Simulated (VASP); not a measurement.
# AgOsPt3 (Pm-3m) in VASP: a series of runs

The runs below take AgOsPt3 through single point, relaxation of cell and atoms, with PBE.

Everything below comes from runs of VASP 6.6.1. Logs are shortened: lines on timing, memory, paths and dates and some standing lists are left out, and cuts for length are marked.

### Step 1. The cell of the first run

It takes space group Pm-3m (No. 221, cubic). Conventional cell: a = 4.750 Å, b = 4.750 Å, c = 4.750 Å, α = 90.00°, β = 90.00°, γ = 90.00°. Ag (site symmetry m-3m) is surrounded by 6 Pt at 2.37 Å. Os (site symmetry m-3m) has 12 Pt at 3.36 Å as nearest neighbours. Pt (site symmetry 4/mmm) is surrounded by 2 Ag at 2.37 Å.

The cell was built by a generator and needn't be a form met in nature.

### Step 2. Single point, PBE (species swapped into the La3InN type (Pm-3m, No. 221))

Contents of INCAR:

```
SYSTEM = AgOsPt3
PREC = Accurate ; ENCUT = 520
EDIFF = 1E-6 ; ISMEAR = 0
SIGMA = 0.1 ; LREAL = .FALSE.
LASPH = .TRUE. ; NELM = 100
ALGO = Normal ; ISIF = 2
LWAVE = .FALSE. ; LCHARG = .TRUE.
GGA = PE ; LELF = .TRUE.
LVHAR = .TRUE. ; NBANDS = 32
```

Contents of KPOINTS:

```
regular mesh
0
G
  4 4 4
  0 0 0
```

Contents of POSCAR:

```
AgOsPt3
1.0
    4.7497626397      0.0000000000      0.0000000000
    0.0000000000      4.7497626397      0.0000000000
    0.0000000000      0.0000000000      4.7497626397
Ag Os Pt
1 1 3
Direct
    0.5000000000      0.5000000000      0.5000000000
    0.0000000000      0.0000000000      0.0000000000
    0.5000000000      0.5000000000      0.0000000000
    0.0000000000      0.5000000000      0.5000000000
    0.5000000000      0.0000000000      0.5000000000
```

Potentials or basis: VASP PAW PBE potentials, release 64 (Ag, Os, Pt).

The run is started by

```sh
$ cat potpaw_PBE.64/Ag/POTCAR potpaw_PBE.64/Os/POTCAR potpaw_PBE.64/Pt/POTCAR > POTCAR
$ mpirun -np 1 vasp_std > vasp.out
```

OUTCAR:

```text
SYSTEM = AgOsPt3
   PREC = Accurate
   ENCUT = 520
   EDIFF = 1E-6
   ISMEAR = 0
   LREAL = .FALSE.
   LASPH = .TRUE.
   NELM = 100
   ISIF = 2
   GGA = PE

 ion  position               nearest neighbor table
   1  0.500  0.500  0.500-   3 2.37   4 2.37   5 2.37   3 2.37   5 2.37   4 2.37
   2  0.000  0.000  0.000-   3 3.36   4 3.36   5 3.36   4 3.36   5 3.36   3 3.36   4 3.36   4 3.36
                             3 3.36   5 3.36   5 3.36   3 3.36
   3  0.500  0.500  0.000-   1 2.37   1 2.37   4 3.36   5 3.36   2 3.36   4 3.36   5 3.36   2 3.36
                             5 3.36   5 3.36   2 3.36   4 3.36   4 3.36   2 3.36
   4  0.000  0.500  0.500-   1 2.37   1 2.37   3 3.36   5 3.36   2 3.36   3 3.36   2 3.36   5 3.36
                             2 3.36   2 3.36   3 3.36   5 3.36   3 3.36   5 3.36
   5  0.500  0.000  0.500-   1 2.37   1 2.37   3 3.36   4 3.36   2 3.36   3 3.36   2 3.36   3 3.36
                             4 3.36   3 3.36   2 3.36   4 3.36   2 3.36   4 3.36

  LATTYP: Found a simple cubic cell.
 ALAT       =     4.7497626397

  Lattice vectors:

 A1 = (   4.7497626397,   0.0000000000,   0.0000000000)
 A2 = (   0.0000000000,   4.7497626397,   0.0000000000)
 A3 = (   0.0000000000,   0.0000000000,   4.7497626397)

Analysis of symmetry for initial positions (statically):
=====================================================================
 Subroutine PRICEL returns:
 Original cell was already a primitive cell.

 Routine SETGRP: Setting up the symmetry group for a
 simple cubic supercell.

 Subroutine GETGRP returns: Found 48 space group operations
 (whereof 48 operations were pure point group operations)
 out of a pool of 48 trial point group operations.

The static configuration has the point symmetry O_h .

Analysis of symmetry for dynamics (positions and initial velocities):
=====================================================================
 Subroutine PRICEL returns:
 Original cell was already a primitive cell.

 Routine SETGRP: Setting up the symmetry group for a
 simple cubic supercell.

 Subroutine GETGRP returns: Found 48 space group operations
 (whereof 48 operations were pure point group operations)
 out of a pool of 48 trial point group operations.

The dynamic configuration has the point symmetry O_h .

 Subroutine INISYM returns: Found 48 space group operations
 (whereof 48 operations are pure point group operations),
 and found     1 'primitive' translations

----------------------------------------------------------------------------------------

                                     Primitive cell

  volume of cell :     107.1558

  direct lattice vectors                    reciprocal lattice vectors
     4.749762640  0.000000000  0.000000000     0.210536836  0.000000000  0.000000000
     0.000000000  4.749762640  0.000000000     0.000000000  0.210536836  0.000000000
     0.000000000  0.000000000  4.749762640     0.000000000  0.000000000  0.210536836

  length of vectors
     4.749762640  4.749762640  4.749762640     0.210536836  0.210536836  0.210536836

  position of ions in fractional coordinates (direct lattice)
     0.500000000  0.500000000  0.500000000
     0.000000000  0.000000000  0.000000000
     0.500000000  0.500000000  0.000000000
     0.000000000  0.500000000  0.500000000
     0.500000000  0.000000000  0.500000000

  ion indices of the primitive-cell ions
   primitive index   ion index
                 1           1
                 2           2
                 3           3
                 4           4
                 5           5

----------------------------------------------------------------------------------------

 KPOINTS: regular mesh

Automatic generation of k-mesh.
 Grid dimensions read from file:
 generate k-points for:    4    4    4

 Generating k-lattice:

  Cartesian coordinates                     Fractional coordinates (reciprocal lattice)
     0.052634209  0.000000000  0.000000000     0.250000000  0.000000000  0.000000000
     0.000000000  0.052634209  0.000000000     0.000000000  0.250000000  0.000000000
     0.000000000  0.000000000  0.052634209     0.000000000  0.000000000  0.250000000

  Length of vectors
     0.052634209  0.052634209  0.052634209

  Shift w.r.t. Gamma in fractional coordinates (k-lattice)
     0.000000000  0.000000000  0.000000000

 Subroutine IBZKPT returns following result:
 ===========================================

 Found     10 irreducible k-points:

 Following reciprocal coordinates:
            Coordinates               Weight
  0.000000  0.000000  0.000000      1.000000
  0.250000  0.000000  0.000000      6.000000
  0.500000  0.000000  0.000000      3.000000
  0.250000  0.250000  0.000000     12.000000
  0.500000  0.250000  0.000000     12.000000
  0.500000  0.500000  0.000000      3.000000
  0.250000  0.250000  0.250000      8.000000
  0.500000  0.250000  0.250000     12.000000
  0.500000  0.500000  0.250000      6.000000
  0.500000  0.500000  0.500000      1.000000
   k-points           NKPTS =     10   k-points in BZ     NKDIM =     10   number of bands    NBANDS=     32
   number of dos      NEDOS =    301   number of ions     NIONS =      5
   total plane-waves  NPLWV =  46656
   dimension x,y,z NGX =    36 NGY =   36 NGZ =   36
   dimension x,y,z NGXF=    72 NGYF=   72 NGZF=   72
   ions per type =               1   1   3
   NGX,Y,Z   is equivalent  to a cutoff of  12.60, 12.60, 12.60 a.u.
   NGXF,Y,Z  is equivalent  to a cutoff of  25.20, 25.20, 25.20 a.u.
 SYSTEM =  AgOsPt3
   PREC   = accura    normal or accurate (medium, high low for compatibility)
   ISTART =      0    job   : 0-new  1-cont  2-samecut
   ICHARG =      2    charge: 1-file 2-atom 10-const
   ISPIN  =      1    spin polarized calculation?
   LNONCOLLINEAR =      F non collinear calculations
   LSORBIT =      F    spin-orbit coupling
   LASPH  =      T    aspherical Exc in radial PAW
   ENCUT  =  520.0 eV  38.22 Ry    6.18 a.u.   8.83  8.83  8.83*2*pi/ulx,y,z
   NELM   =    100;   NELMIN=  2; NELMDL= -5     # of ELM steps
   EDIFF  = 0.1E-05   stopping-criterion for ELM
   LREAL  =      F    real-space projection
   EDIFFG = 0.1E-04   stopping-criterion for IOM
   NSW    =      0    number of steps for IOM
   IBRION =     -1    ionic relax: 0-MD 1-quasi-New 2-CG
   NFREE  =      0    steps in history (QN), initial steepest desc. (CG)
   ISIF   =      2    stress and relaxation
   ISYM   =      2    0-nonsym 1-usesym 2-fastsym
   POTIM  = 0.5000    time-step for ionic-motion
   TEBEG  =    0.0;   TEEND  =   0.0 temperature during run
   PSTRESS=    0.0 pullay stress
   NELECT =      49.0000    total number of electrons
   NUPDOWN=      -1.0000    fix difference up-down
   EMIN   =  10.00;   EMAX   =-10.00  energy-range for DOS
   EFERMI =   0.00;   METHOD = LEGACY
   ISMEAR =     0;   SIGMA  =   0.10  broadening in eV -4-tet -1-fermi 0-gaus
   EFERMI_NEDOS =   21; number of points for ismear=-14 and -15
   IALGO  =     38    algorithm
   IMIX   =      4    mixing-type and parameters
     AMIX     =   0.40;   BMIX     =  1.00
     AMIX_MAG =   1.60;   BMIX_MAG =  1.00
  volume/ion in A,a.u.               =      21.43       144.62
  Fermi-wavevector in a.u.,A,eV,Ry     =   1.261251  2.383419 21.643533  1.590755
  Thomas-Fermi vector in A             =   2.394720
   LORBIT       =      0    0 simple, 1 ext, 2 COOP (PROOUT), +10 PAW based schemes
   GGA     = PE    functional components
   LHFCALC =     F    Hartree Fock is set to
   AEXX    =    0.0000 exact exchange contribution
   IVDW    =     0    specifies the selected vdW correction
   LEPSILON=     F    determine dielectric tensor
   LRPA    =     F    only Hartree local field effects (RPA)
 non-spin polarized calculation
 Gauss-broadening in eV      SIGMA  =   0.10
  energy-cutoff  :      520.00
  volume of cell :      107.16
 maximum number of plane-waves:      2897
 NGX is ok and might be reduce to    36
   NGX = 17   NGY = 17   NGZ = 17

 number of electron      49.0000012 magnetization

 Free energy of the ion-electron system (eV)
  ---------------------------------------------------
  ext. energy  EPLUGINS =         0.00000000
  ---------------------------------------------------
  free energy    TOTEN  =       -20.49017570 eV

  energy without entropy =      -20.41703963  energy(sigma->0) =      -20.45360766

 E-fermi :   5.3239     XC(G=0): -11.2406

 val. band max:        5.3237830445   @ k =   0.2500   0.2500   0.0000
 cond. band min:       5.3330496825   @ k =   0.5000   0.2500   0.2500
 fundamental gap:      0.0092666380
 Fermi energy:         5.3239178265

 k-point     1 :       0.0000    0.0000    0.0000
  band No.  band energies     occupation
      1      -2.0524      2.00000
      2      -2.0218      2.00000
      3      -2.0218      2.00000
      4      -1.0696      2.00000
      5      -1.0696      2.00000
      6      -1.0696      2.00000
[... 24 lines left out ...]
     31      10.5562      0.00000
     32      10.5562      0.00000

 k-point     2 :       0.2500    0.0000    0.0000
  band No.  band energies     occupation
      1      -2.0118      2.00000
      2      -1.9236      2.00000
      3      -1.2386      2.00000
      4      -1.0450      2.00000
      5      -0.8341      2.00000
      6      -0.8341      2.00000
[... 24 lines left out ...]
     31      10.3536      0.00000
     32      12.3924      0.00000

 k-point     3 :       0.5000    0.0000    0.0000
  band No.  band energies     occupation
      1      -2.0020      2.00000
      2      -1.8082      2.00000
      3      -1.0198      2.00000
      4      -0.5377      2.00000
      5      -0.5377      2.00000
      6       0.5578      2.00000
[... 24 lines left out ...]
     31      10.1921      0.00000
     32      10.9584      0.00000

 k-point     4 :       0.2500    0.2500    0.0000
  band No.  band energies     occupation
      1      -1.9410      2.00000
      2      -1.3303      2.00000
      3      -0.9866      2.00000
      4      -0.8156      2.00000
      5      -0.8111      2.00000
      6      -0.5983      2.00000
[... 24 lines left out ...]
     31      11.6017      0.00000
     32      11.8976      0.00000

 k-point     5 :       0.5000    0.2500    0.0000
  band No.  band energies     occupation
      1      -1.9072      2.00000
      2      -1.1339      2.00000
      3      -0.7923      2.00000
      4      -0.5239      2.00000
      5      -0.3141      2.00000
      6       0.6703      2.00000
[... 24 lines left out ...]
     31      11.3206      0.00000
     32      11.5148      0.00000

 k-point     6 :       0.5000    0.5000    0.0000
  band No.  band energies     occupation
      1      -1.8768      2.00000
      2      -0.5099      2.00000
      3      -0.5099      2.00000
      4      -0.0416      2.00000
      5      -0.0269      2.00000
      6       1.3698      2.00000
[... 24 lines left out ...]
     31      11.9275      0.00000
     32      11.9275      0.00000

 k-point     7 :       0.2500    0.2500    0.2500
  band No.  band energies     occupation
      1      -1.3251      2.00000
      2      -1.3251      2.00000
      3      -0.7752      2.00000
      4      -0.5659      2.00000
      5      -0.5659      2.00000
      6      -0.5353      2.00000
[... 24 lines left out ...]
     31      10.0182      0.00000
     32      10.0182      0.00000

 k-point     8 :       0.5000    0.2500    0.2500
  band No.  band energies     occupation
      1      -1.3175      2.00000
      2      -0.9933      2.00000
      3      -0.5459      2.00000
      4      -0.3266      2.00000
      5      -0.2490      2.00000
      6       0.7557      2.00000
[... 24 lines left out ...]
     31       8.5755      0.00000
     32      11.2989      0.00000

 k-point     9 :       0.5000    0.5000    0.2500
  band No.  band energies     occupation
      1      -1.1689      2.00000
      2      -0.2665      2.00000
      3      -0.2665      2.00000
      4      -0.0292      2.00000
      5       0.0323      2.00000
      6       1.1869      2.00000
[... 24 lines left out ...]
     31       9.4928      0.00000
     32       9.4928      0.00000

 k-point    10 :       0.5000    0.5000    0.5000
  band No.  band energies     occupation
      1      -0.0165      2.00000
      2      -0.0165      2.00000
      3       0.1018      2.00000
      4       0.1018      2.00000
      5       0.1018      2.00000
      6       0.8825      2.00000
[... 24 lines left out ...]
     31       7.4843      0.00000
     32       7.4843      0.00000

------------------------ aborting loop because EDIFF is reached ----------------------------------------

  FORCE on cell =-STRESS in cart. coord.  units (eV):
  Direction    XX          YY          ZZ          XY          YZ          ZX
  --------------------------------------------------------------------------------------
  -------------------------------------------------------------------------------------
  Total       -0.2163827     -0.2163827     -0.2163827      0.0000000     -0.0000000     -0.0000000
  in kB       -3.2353208     -3.2353208     -3.2353208      0.0000000     -0.0000000     -0.0000000
  external PRESSURE =      -3.2353208 kB  Pullay stress =       0.0000000 kB

 VOLUME and BASIS-vectors are now :
 -----------------------------------------------------------------------------
  energy-cutoff  :      520.00
  volume of cell :      107.16
      direct lattice vectors                 reciprocal lattice vectors
     4.749762640  0.000000000  0.000000000     0.210536836  0.000000000  0.000000000
     0.000000000  4.749762640  0.000000000     0.000000000  0.210536836  0.000000000
     0.000000000  0.000000000  4.749762640     0.000000000  0.000000000  0.210536836

 POSITION                                       TOTAL-FORCE (eV/Angst)
 -----------------------------------------------------------------------------------
      2.37488      2.37488      2.37488         0.000000      0.000000      0.000000
      0.00000      0.00000      0.00000         0.000000      0.000000      0.000000
      2.37488      2.37488      0.00000         0.000000      0.000000      0.000000
      0.00000      2.37488      2.37488         0.000000      0.000000      0.000000
      2.37488      0.00000      2.37488         0.000000      0.000000      0.000000
 -----------------------------------------------------------------------------------
    total drift:                                0.000000      0.000000      0.000000

  FREE ENERGIE OF THE ION-ELECTRON SYSTEM (eV)
  ---------------------------------------------------
  free  energy   TOTEN  =       -20.4901756977 eV

  energy  without entropy=      -20.4170396296  energy(sigma->0) =      -20.45360766
```

It took 33 s on 1 thread of AMD EPYC 7R13 (Zen 3), shared host; peak memory 0.19 GiB.

What came out:

```yaml
Free_energy: -20.4902 eV
Pressure: -0.3 GPa
Band_gap_on_the_k_mesh: none (metal or under the smearing width)
```

Levels at points of the mesh, in eV from the Fermi level:
```tsv
k point	band 22	band 23	band 24	band 25	band 26	band 27
(0.00, 0.00, 0.00)	0.56	0.56	0.56	0.89	0.89	1.26
(0.50, 0.00, 0.00)	-0.60	-0.60	-0.33	-0.07	0.24	0.52
(0.50, 0.50, 0.00)	-1.11	-0.32	-0.32	-0.31	-0.04	-0.04
(0.50, 0.50, 0.50)	-0.37	-0.37	-0.37	0.29	0.29	1.24
```

### Step 3. Relaxation of cell and atoms, PBE (species swapped into the La3InN type (Pm-3m, No. 221))

Contents of INCAR:

```
SYSTEM = AgOsPt3
  PREC = Accurate
  ENCUT = 600
  EDIFF = 1E-7
  ISMEAR = 0
  SIGMA = 0.1
  LREAL = .False.
  LASPH = .True.
  NELM = 100
  ALGO = Normal
  ISIF = 3
  LWAVE = .False.
  LCHARG = .False.
  GGA = PE
  IBRION = 2
  NSW = 90
  EDIFFG = -0.04
```

Contents of KPOINTS:

```
regular mesh
0
Gamma
  4 4 4
  0 0 0
```

Edit POSCAR of step 2 so:

```diff
@@ -2,5 +2,5 @@
 1.0
-    4.7497626397      0.0000000000      0.0000000000
-    0.0000000000      4.7497626397      0.0000000000
-    0.0000000000      0.0000000000      4.7497626397
+    4.4402669300      0.0000000000      0.0000000000
+    0.0000000000      4.4402669300      0.0000000000
+    0.0000000000      0.0000000000      4.4402669300
 Ag Os Pt
```

Potentials or basis: VASP PAW PBE potentials, release 64 (Ag, Os, Pt).

The run is started by

```sh
$ cat potpaw_PBE.64/Ag/POTCAR potpaw_PBE.64/Os/POTCAR potpaw_PBE.64/Pt/POTCAR > POTCAR
$ mpirun -np 1 vasp_std > vasp.out
```

Wall time 2.8 min (1 thread of AMD EPYC 7R13 (Zen 3), shared host); peak memory 0.2 GiB.

Results (log left out):

```yaml
Free_energy: -20.4810 eV
Relaxed_volume: 21.36 Å³/atom
Relaxed_cell: a = 4.744 Å, b = 4.744 Å, c = 4.744 Å, α = 90.00°, β = 90.00°, γ = 90.00°
Space_group_after_relaxing_to_0.05_Å: Pm-3m (No. 221)
Energy_gained_by_relaxing: 367.6 meV/atom
Ionic_steps: 5
Pressure_after_relaxing: 0.0 GPa
Band_gap_on_the_k_mesh: none (metal or under the smearing width)
```

Step by step:
```csv
step,energy change (eV),largest force (eV/Å),pressure (GPa),volume (Å³)
1,0.0000,0.0000,37.51,87.54
2,1.0934,0.0000,-14.72,150.43
3,-1.7949,0.0000,-2.01,108.99
4,-1.8362,0.0000,-0.72,107.56
5,-1.8379,0.0000,0.05,106.80
```

Final structure:
```
Ag Os Pt
1.0
     4.74444    0.00000    0.00000
     0.00000    4.74444    0.00000
     0.00000    0.00000    4.74444
Ag Os Pt
1 1 3
Cartesian
  2.3722 2.3722 2.3722
  0.0000 0.0000 0.0000
  2.3722 2.3722 0.0000
  0.0000 2.3722 2.3722
  2.3722 0.0000 2.3722
```

Levels at points of the mesh, in eV from the Fermi level:
```csv
k point,band 21,band 22,band 23,band 24,band 25,band 26,band 27,band 28
"(0.00, 0.00, 0.00)",-0.26,0.56,0.56,0.56,0.89,0.89,1.26,1.26
"(0.50, 0.00, 0.00)",-0.71,-0.61,-0.61,-0.33,-0.07,0.24,0.52,3.42
"(0.50, 0.50, 0.00)",-1.18,-1.12,-0.32,-0.32,-0.31,-0.04,-0.04,1.00
"(0.50, 0.50, 0.50)",-0.68,-0.37,-0.37,-0.37,0.29,0.29,1.24,1.24
```

Caveat: the volume moved by over 15 % at a fixed basis, so the end points are rough. The run has no spin-orbit coupling, so splittings on Os, Pt are missing.
